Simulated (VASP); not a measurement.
Here is the system:

```
AgI
1.0
    2.40120    -4.15900     0.00000
    2.40120     4.15900     0.00000
    0.00000     0.00000     7.84936
Ag I
2 2
Direct
  0.66667   0.33333   0.50015
  0.33333   0.66667   0.00015
  0.66667   0.33333   0.87485
  0.33333   0.66667   0.37485
```

These are RPBE GGA, VASP's PBE PAW potentials (set 64) (plane waves; VASP) values and carry that method's errors. Numerical set-up: 520 eV cut-off, Gaussian smearing of 0.050 eV, potentials Ag I.

Unless said otherwise, spin-orbit coupling is left out, though it shifts the bands of the heavy elements here.

Question: Estimate the band gap (along the path) with the smallest direct gap where there is one.

Answer: 
The band gap (along the path) is 1.56 eV and the smallest direct gap (along the path) comes out as 1.56 eV.

The absolute energy has meaning only against runs of the same code, potentials and settings.

The compound is AgI in the wurtzite structure. It was relaxed first, which changed the volume by +14 %.
